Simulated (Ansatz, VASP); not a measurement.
**MgS (Niningerite): VASP beside Ansatz**

Aim: how closely do two programs agree when they are given the same cell, functional and k mesh? The cell is taken from a series of VASP runs on this material, whose earlier steps may have relaxed, scaled or displaced it; both programs get it as it stands.

Method: plane waves, with VASP 6.6.1 beside it; elastic constants at PBEsol and zone-centre phonons at PBEsol, in Ansatz 0.2.0.

## Step 1: The starting structure

It takes space group Fm-3m (No. 225, cubic). Conventional cell: a = 5.178 Å, b = 5.178 Å, c = 5.178 Å, α = 90.00°, β = 90.00°, γ = 90.00°. S has 6 Mg at 2.59 Å nearest. Nearest to Mg lie 6 S at 2.59 Å. Farther neighbours and most contacts between anions are not listed.

## Step 2: Ansatz: elastic constants, PBEsol

Ansatz runs on its default PAW (the set named soft_2) files.

Elastic constants are differences of stresses under small strains, so they test the stress and the mesh.

input.yaml reads:

```yaml
crystal:
  lattice:
    - [0.0, 2.5887856735, 2.5887856735]
    - [2.5887856735, 0.0, 2.5887856735]
    - [2.5887856735, 2.5887856735, 0.0]
  atoms:
    - { symbol: S, position: [0.5, 0.5, 0.5] }
    - { symbol: Mg, position: [0.0, 0.0, 0.0] }
hamiltonian:
  xc: pbesol
  pseudopotentials: { kind: paw }
kpoints:
  mp_grid: { grid: [8, 8, 8] }
scf:
  occupations: { method: gaussian, width: 0.03 }
elastic:
  mode: relaxed_ion
  stencil: two_point
output:
  forces: true
  stress: true
```

Started as:

```sh
ansatz run input.yaml --threads 4 --pin off --max-ram 9216MiB --backend cpu --events-out ev --progress --plain --runs-dir out
```

Numbers of over 12 decimals in the logs are rounded to 6 here.

The log of the run:

```text
Engine: ansatz 0.2.0, x86_64-unknown-linux-gnu
Pseudopotentials: kind: paw
Pseudopotential: S, paw, valence charge 6, recommended cutoff 420 eV (normal), S.paw.azcp
Pseudopotential: Mg, paw, valence charge 10, recommended cutoff 420 eV (normal), Mg.paw.azcp
Functional definition: PBEsol
  exchange = pbesol_x
  correlation = pbesol_c
Crystal: 2 atoms, lattice volume = 34.699 Å³
Basis set: ecut = 420 eV, 645 PW (Γ), exchange–correlation on 50×50×50 points (8 copies of the dense FFT grid, shifted against one another)
Bands: 12, of which v1, the nominal top of the filled ones, is band 8 counted from 1 (7 counted from 0)
Symmetry: 48 space group operations
Space group: Fm-3m (ITA 225), of the structure as read, at distance tolerance 3.3e-5 Å
k-points: 29 of 512
Non-local potential: S, projectors of the file, l = 0: 2, l = 1: 2, l = 2: 2
Non-local potential: Mg, projectors of the file, l = 0: 3, l = 1: 2, l = 2: 1
PAW form: soft (Blöchl's): semilocal exchange-correlation on the pseudo side does not see the compensation charge
PAW frozen core: S, regenerated for the run's functional, and the local potential with it (the file was generated under x = pbe(κ = 0.804, μ = 0.219515), c = pbe(β = 0.066725))
PAW frozen core: Mg, regenerated for the run's functional, and the local potential with it (the file was generated under x = pbe(κ = 0.804, μ = 0.219515), c = pbe(β = 0.066725))
PAW one-centre angular grid: S, 110 points (default); XC on 64 Gauss nodes
PAW one-centre angular grid: Mg, 110 points (default); XC on 64 Gauss nodes
Initial density: superposition of atomic densities (neutral atoms: chi_scale 0, normalization atom), corrected by the library's trained network
Initial wavefunctions: pseudopotential atomic-orbital guess
Functional: x = pbesol(κ = 0.804, μ = 0.123457), c = pbesol(β = 0.046)
SCF iter   1: F=—  HF=-2799.920417 eV  |F-HF|=—  |Δ(HF+E_count)|=         —  Δρ=3.92e-3  dr2=7.43e-3  ethr=1.77e-3  ⟨swp⟩=6.4  Hψ=2079  notcnv=0
preconditioner: auto → none  [insulator: Δε(μ)=2.668 eV  Ē_g=11.731 eV  σ=0.030 eV  W_gap=1.00  n_scr=8 (ndim 8)  ℏωp=17.8 eV  f_vac=0.000  D(μ)=0.00/eV (n_scr^D=0)  ε∞_Penn≈3.3]
SCF iter   2: F=—  HF=-2799.917566 eV  |F-HF|=—  |Δ(HF+E_count)|=   2.85e-3  Δρ=1.16e-3  dr2=2.97e-4  ethr=4.64e-5  ⟨swp⟩=2.0  Hψ=792  notcnv=0
SCF iter   3: F=—  HF=-2799.917573 eV  |F-HF|=—  |Δ(HF+E_count)|=   6.88e-6  Δρ=3.94e-4  dr2=3.10e-5  ethr=1.86e-6  ⟨swp⟩=2.3  Hψ=505  notcnv=0
SCF iter   4: F=—  HF=-2799.917595 eV  |F-HF|=—  |Δ(HF+E_count)|=   2.18e-5  Δρ=5.21e-5  dr2=5.22e-7  ethr=1.94e-7  ⟨swp⟩=1.0  Hψ=349  notcnv=0
SCF iter   5: F=—  HF=-2799.917594 eV  |F-HF|=—  |Δ(HF+E_count)|=   4.69e-7  Δρ=4.17e-6  dr2=1.90e-9  ethr=3.26e-9  ⟨swp⟩=1.9  Hψ=404  notcnv=0
SCF iter   6: F=—  HF=-2799.917594 eV  |F-HF|=—  |Δ(HF+E_count)|=   2.37e-9  Δρ=4.19e-7  dr2=5.45e-11  ethr=1.19e-11  ⟨swp⟩=2.0  Hψ=464  notcnv=0
SCF iter   7: F=—  HF=-2799.917594 eV  |F-HF|=—  |Δ(HF+E_count)|=  5.91e-12  Δρ=4.77e-8  dr2=6.70e-13  ethr=3.40e-13 (applied; sched 1.00e-12)  ⟨swp⟩=2.0  Hψ=444  notcnv=0
SCF iter   8: F=-2799.917594 eV  HF=-2799.917594 eV  |F-HF|=0.00e0  |Δ(HF+E_count)|=    0.00e0  Δρ=1.01e-8  dr2=5.29e-14  ethr=1.00e-12  ⟨swp⟩=4.8  Hψ=1129  notcnv=0
SCF 1 converged in 8 iterations: F = -2799.917594 eV  dr2 = 5.29e-14
  greatest PAW one-centre occupation: 1.000 electrons in one spin orbital (limit 2), on the Mg atom at site 1 (counted from 0), in its partial waves of l = 0
Crystal: 2 atoms, lattice volume = 34.630 Å³
Symmetry: 16 space group operations
k-points: 59 of 512
Initial density: handed on by an earlier stage of this run
Initial wavefunctions: those handed on with the density
iter 1 solved again at ethr=2.36e-8 eV; its pass at ethr=3.10e-3 eV (dr2=3.78e-6 eV) is discarded
SCF iter   1: F=—  HF=-2799.917433 eV  |F-HF|=—  |Δ(HF+E_count)|=         —  Δρ=1.33e-4  dr2=7.36e-6  ethr=2.36e-8  ⟨swp⟩=2.9  Hψ=5063  notcnv=0
preconditioner: auto → none  [insulator: Δε(μ)=2.724 eV  Ē_g=11.775 eV  σ=0.030 eV  W_gap=1.00  n_scr=8 (ndim 8)  ℏωp=17.8 eV  f_vac=0.000  D(μ)=0.00/eV (n_scr^D=0)  ε∞_Penn≈3.3]
[...]
SCF 2 converged in 7 iterations: F = -2799.917438 eV  dr2 = 1.64e-15
Crystal: 2 atoms, lattice volume = 34.769 Å³
Basis set: ecut = 420 eV, 661 PW (Γ), exchange–correlation on 50×50×50 points (8 copies of the dense FFT grid, shifted against one another)
[...]
preconditioner: auto → none  [insulator: Δε(μ)=2.718 eV  Ē_g=11.752 eV  σ=0.030 eV  W_gap=1.00  n_scr=8 (ndim 8)  ℏωp=17.8 eV  f_vac=0.000  D(μ)=0.00/eV (n_scr^D=0)  ε∞_Penn≈3.3]
[...]
SCF 3 converged in 6 iterations: F = -2799.917615 eV  dr2 = 1.44e-14
Symmetry: 8 space group operations
k-points: 95 of 512
[...]
preconditioner: auto → none  [insulator: Δε(μ)=2.723 eV  Ē_g=11.763 eV  σ=0.030 eV  W_gap=1.00  n_scr=8 (ndim 8)  ℏωp=17.8 eV  f_vac=0.000  D(μ)=0.00/eV (n_scr^D=0)  ε∞_Penn≈3.3]
[...]
SCF iter   4: F=—  HF=-2799.917570 eV  |F-HF|=—  |Δ(HF+E_count)|=   2.26e-9  Δρ=1.19e-6  dr2=7.34e-10  ethr=2.14e-11  ⟨swp⟩=2.0  Hψ=1525  notcnv=0
SCF iter   5: F=—  HF=-2799.917570 eV  |F-HF|=—  |Δ(HF+E_count)|=  2.73e-10  Δρ=1.18e-7  dr2=2.78e-12  ethr=4.59e-12  ⟨swp⟩=2.0  Hψ=1484  notcnv=0
SCF iter   6: F=-2799.917570 eV  HF=-2799.917570 eV  |F-HF|=4.55e-13  |Δ(HF+E_count)|=  9.09e-13  Δρ=2.13e-8  dr2=4.57e-14  ethr=1.00e-12  ⟨swp⟩=5.0  Hψ=4177  notcnv=0
SCF 4 converged in 6 iterations: F = -2799.917570 eV  dr2 = 4.57e-14
iter 1 solved again at ethr=1.45e-11 eV; its pass at ethr=3.10e-3 eV (dr2=2.32e-9 eV) is discarded
SCF iter   1: F=—  HF=-2799.917561 eV  |F-HF|=—  |Δ(HF+E_count)|=         —  Δρ=1.76e-5  dr2=2.33e-9  ethr=1.45e-11  ⟨swp⟩=1.8  Hψ=7660  notcnv=0
preconditioner: auto → none  [insulator: Δε(μ)=2.722 eV  Ē_g=11.763 eV  σ=0.030 eV  W_gap=1.00  n_scr=8 (ndim 8)  ℏωp=17.8 eV  f_vac=0.000  D(μ)=0.00/eV (n_scr^D=0)  ε∞_Penn≈3.3]
SCF iter   2: F=—  HF=-2799.917570 eV  |F-HF|=—  |Δ(HF+E_count)|=   9.13e-6  Δρ=8.83e-6  dr2=6.88e-10  ethr=1.45e-11  ⟨swp⟩=2.0  Hψ=1900  notcnv=0
SCF iter   3: F=—  HF=-2799.917570 eV  |F-HF|=—  |Δ(HF+E_count)|=   5.90e-8  Δρ=1.49e-6  dr2=2.39e-10  ethr=4.30e-12  ⟨swp⟩=2.0  Hψ=1508  notcnv=0
SCF iter   4: F=—  HF=-2799.917570 eV  |F-HF|=—  |Δ(HF+E_count)|=   1.30e-9  Δρ=1.75e-7  dr2=1.38e-11  ethr=1.49e-12  ⟨swp⟩=2.0  Hψ=1414  notcnv=0
SCF iter   5: F=—  HF=-2799.917570 eV  |F-HF|=—  |Δ(HF+E_count)|=  4.55e-12  Δρ=2.41e-8  dr2=1.37e-13  ethr=8.65e-14 (applied; sched 1.00e-12)  ⟨swp⟩=2.0  Hψ=1485  notcnv=0
SCF iter   6: F=-2799.917570 eV  HF=-2799.917570 eV  |F-HF|=0.00e0  |Δ(HF+E_count)|=  9.09e-13  Δρ=6.47e-9  dr2=7.29e-15  ethr=1.00e-12  ⟨swp⟩=4.0  Hψ=3420  notcnv=0
SCF 5 converged in 6 iterations: F = -2799.917570 eV  dr2 = 7.29e-15
SCF converged after 8 iterations
Free energy (F): -2799.917594 eV
Harris-Foulkes:  -2799.917594 eV  (|F-HF|=0.00e0)
Internal energy: -2799.917594 eV  (E = F + TS)
E sigma→0 (E₀):  -2799.917594 eV
Fermi energy:    7.873564 eV
--- Per-component energies (eV) ---
  E_band       = -328.164111
  E_kinetic    = 185.227326
  E_local      = -1658.267839  (includes V_loc(G=0)·N_el)
  E_nonlocal   = 124.268168
  E_hartree    = 589.799490
  E_xc         = -126.474053
  E_vxc        = -126.790044  (∫ρ·V_xc dr)
  E_paw        = -865.664868  (= ΣΔE_a)
  E_vpaw       = -32.200697  (= ΣTr[D̂ρ^β])
  E_aug_tail   = -0.000003  (compensation charges beyond the density's cutoff)
  E_ewald      = -1048.926626
  E_core_change = 0.120812  (= ΣΔE_core)
  E_smearing   = -0.000000  (= −TS)
  E_closure    = -0.000000  (closes the sum)
  Σ components = -2799.917594   (vs F -2799.917594, Δ=0.00e0)
--- Forces (eV/Å), atoms counted from 1 ---
  atom   1  S      0.00000000    -0.00000000    -0.00000000
  atom   2  Mg    -0.00000000     0.00000000     0.00000000
  max |Σ_I F_I| component: 3.85e-30 eV/Å
--- Stress (GPa, compression-positive) ---
        0.203636      -0.000000       0.000000
        0.000000       0.203636       0.000000
       -0.000000       0.000000       0.203636
  P = ⅓ Tr σ = 0.2036 GPa (2.036 kbar)
--- Band table (eV; the first three rows and the last of 29) ---
  k-point 0: bands = [... 4 lower, -6.2588, 6.5077, 6.5077, 6.5077, 10.2180, 14.3112, 14.3112, 14.3112]
  k-point 1: bands = [... 4 lower, -6.1016, 5.4298, 6.4019, 6.4019, 11.0209, 14.0039, 14.5676, 14.5676]
  k-point 2: bands = [... 4 lower, -5.6749, 3.6248, 6.1719, 6.1719, 11.3857, 14.2242, 14.2242, 14.7825]
  k-point 28: bands = [... 4 lower, -4.4565, 3.1675, 3.1675, 4.0753, 11.7635, 14.3428, 14.3428, 14.5233]
--- Elastic constants: 2 strain directions × 2 members + reference (group order 48) ---
  dense FFT box of the reference and of every strained cell: 25×25×25
  strains applied: 11, 23; error gains: componentwise 1.00 (the most a stress slope's error grows in a printed constant), spectral 1.73 (1 for all six strains in a standard setting)
  C = ∂σ_k/∂η_j (tension-positive GPa; Voigt order 11 22 33 23 13 12):
       154.356     41.215     41.215     -0.000      0.000      0.000
        41.215    154.356     41.215      0.000     -0.000      0.000
        41.215     41.215    154.356      0.000     -0.000     -0.000
         0.000     -0.000     -0.000     54.309      0.000      0.000
         0.000     -0.000     -0.000     -0.000     54.309      0.000
         0.000     -0.000      0.000     -0.000     -0.000     54.309
  reference stress σ⁰ (GPa):     -0.204     -0.204     -0.204     -0.000     -0.000      0.000
  C* (energy form; C + prestress term) asymmetry max|C*_kj − C*_jk| = 2.132e-14 GPa — a small one proves nothing (zero by symmetry where the batch's group is 432, −43m or m−3m); a large one is finite-difference/SCF noise where every solve meets its electron count
  moduli (Voigt/Reuss/Hill, GPa): K = 78.93/78.93/78.93   G = 55.21/55.19/55.20   E = 134.30   ν = 0.216
  mechanically stable: yes (min eigenvalue of sym C = 54.31 GPa)
  strain η (Voigt 11):  stress-route row diagonal C_11 = 154.36 GPa, energy-path curvature d²(F+E_count+ΔE)/dδ²/Ω₀ = 154.35 GPa
         δ    σ_11 (GPa)             F (eV)   n_scf  n_hpsi   n_pw
    -2.000e-3      -0.5161       -2799.9174385       7   12957    692   relax 0 steps, max|allowed force component| 7.03e-31 eV/Å
     2.000e-3       0.1013       -2799.9176153       6   11643    700   relax 0 steps, max|allowed force component| 1.48e-31 eV/Å
  strain η (Voigt 23):  stress-route row diagonal C_44 = 54.31 GPa, energy-path curvature d²(F+E_count+ΔE)/dδ²/Ω₀ = 54.41 GPa
         δ    σ_23 (GPa)             F (eV)   n_scf  n_hpsi   n_pw
    -2.000e-3      -0.1086       -2799.9175703       6   19808    696   relax 0 steps, max|allowed force component| 8.38e-31 eV/Å
     2.000e-3       0.1086       -2799.9175703       6   18763    696   relax 0 steps, max|allowed force component| 3.16e-30 eV/Å
```

The job ended after 2.2 s (4 threads of INTEL XEON PLATINUM 8581C at 2.30GHz (Emerald Rapids), shared host; peak memory 0.4 GiB; 4.5 s of CPU time).

The run ends at a pressure of 0.20 GPa.

[end of part 1 of 3]

[Lines on the potential files, build, host, timing and source positions are cut from VASP's logs without a mark.]

[Logs are printed without paths, hosts, clocks, repeated set-up lines and the standing remarks that a program may print on its own settings, such as how far it seeks lower states.]

[Hosts, paths, dates, database ids (printed as entryN), source tags and the programs' standing remarks are cut or masked in the printed files.]
